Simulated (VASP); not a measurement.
Output of a VASP run:

### OSZICAR
```
       N       E                     dE             d eps       ncg     rms          rms(c)
DAV:   1     0.328411726018E+03    0.32841E+03   -0.22430E+04   480   0.163E+03
DAV:   2    -0.300854573179E+02   -0.35850E+03   -0.35043E+03   632   0.394E+02
DAV:   3    -0.499736739702E+02   -0.19888E+02   -0.19869E+02   768   0.920E+01
DAV:   4    -0.504913392356E+02   -0.51767E+00   -0.51759E+00   712   0.115E+01
DAV:   5    -0.505010687412E+02   -0.97295E-02   -0.97294E-02   680   0.116E+00    0.307E+01
DAV:   6    -0.437524092702E+02    0.67487E+01   -0.42854E+01   600   0.420E+01    0.143E+01
DAV:   7    -0.436635575515E+02    0.88852E-01   -0.31714E+00   704   0.104E+01    0.814E+00
DAV:   8    -0.436232943374E+02    0.40263E-01   -0.29570E-01   640   0.453E+00    0.640E-01
DAV:   9    -0.436214064003E+02    0.18879E-02   -0.51043E-02   720   0.132E+00    0.469E-01
DAV:  10    -0.436220627794E+02   -0.65638E-03   -0.14158E-02   672   0.106E+00    0.263E-01
DAV:  11    -0.436216822366E+02    0.38054E-03   -0.21175E-03   624   0.420E-01    0.278E-02
DAV:  12    -0.436216998401E+02   -0.17604E-04   -0.10859E-04   696   0.792E-02    0.250E-02
DAV:  13    -0.436216995238E+02    0.31632E-06   -0.82059E-06   696   0.218E-02    0.301E-03
DAV:  14    -0.436216996138E+02   -0.90019E-07   -0.86788E-07   648   0.791E-03
   1 F= -.43621700E+02 E0= -.43621700E+02  d E =-.307716E-13
```

File OUTCAR:
```
------------------------ aborting loop because EDIFF is reached ----------------------------------------
  FORCE on cell =-STRESS in cart. coord.  units (eV):
  Direction    XX          YY          ZZ          XY          YZ          ZX
  --------------------------------------------------------------------------------------
  Total        0.0294871      0.0294871      0.0294871      0.0000000      0.0000000     -0.0000000
  in kB        0.6422450      0.6422450      0.6422450      0.0000000      0.0000000     -0.0000000
  external PRESSURE =       0.6422450 kB  Pullay stress =       0.0000000 kB
  volume of cell :       73.56
      direct lattice vectors                 reciprocal lattice vectors
     4.190000000  0.000000000  0.000000000     0.238663484  0.000000000  0.000000000
     0.000000000  4.190000000  0.000000000     0.000000000  0.238663484  0.000000000
     0.000000000  0.000000000  4.190000000     0.000000000  0.000000000  0.238663484
 POSITION                                       TOTAL-FORCE (eV/Angst)
 -----------------------------------------------------------------------------------
      0.00000      0.00000      0.00000         0.000000      0.000000      0.000000
      2.09500      2.09500      2.09500         0.000000      0.000000      0.000000
      2.09500      0.00000      2.09500         0.000000      0.000000      0.000000
      0.00000      2.09500      2.09500         0.000000      0.000000      0.000000
      2.09500      2.09500      0.00000         0.000000      0.000000      0.000000
 -----------------------------------------------------------------------------------
    total drift:                                0.000000     -0.000000     -0.000000
  FREE ENERGIE OF THE ION-ELECTRON SYSTEM (eV)
  ---------------------------------------------------
  free  energy   TOTEN  =       -43.6216996138 eV

  energy  without entropy=      -43.6216996138  energy(sigma->0) =      -43.62169961
```
(Selected blocks of OUTCAR.)

POSCAR:
```
BaZrO3
1
    4.1900000000     0.0000000000     0.0000000000
    0.0000000000     4.1900000000     0.0000000000
    0.0000000000     0.0000000000     4.1900000000
Ba Zr O
1 1 3
Direct
  0.0000000000   0.0000000000   0.0000000000
  0.5000000000   0.5000000000   0.5000000000
  0.5000000000   0.0000000000   0.5000000000
  0.0000000000   0.5000000000   0.5000000000
  0.5000000000   0.5000000000   0.0000000000
```

Problem. Write an INCAR and KPOINTS that could have produced this output.

Solution. Several could match; the one computed here: the input of the run itself, PBEsol GGA, plane waves, VASP's PBE PAW potentials (set 64).

### KPOINTS
```
K-points
0
Gamma
  5 5 5
```

### INCAR
```
SYSTEM = BaZrO3
PREC = Accurate
ENCUT = 520
EDIFF = 1E-7
NELM = 100
ALGO = Normal
LREAL = .FALSE.
LASPH = .TRUE.
ISMEAR = 0
SIGMA = 0.05
GGA = PS
LMAXMIX = 4
LWAVE = .FALSE.
LCHARG = .FALSE.
ISIF = 2
```

POTCAR, in this order: Ba_sv Zr_sv O (PBE.64 set). Program: vasp_std.

The compound is BaZrO3 in the cubic perovskite structure. The cell was not relaxed at this level.
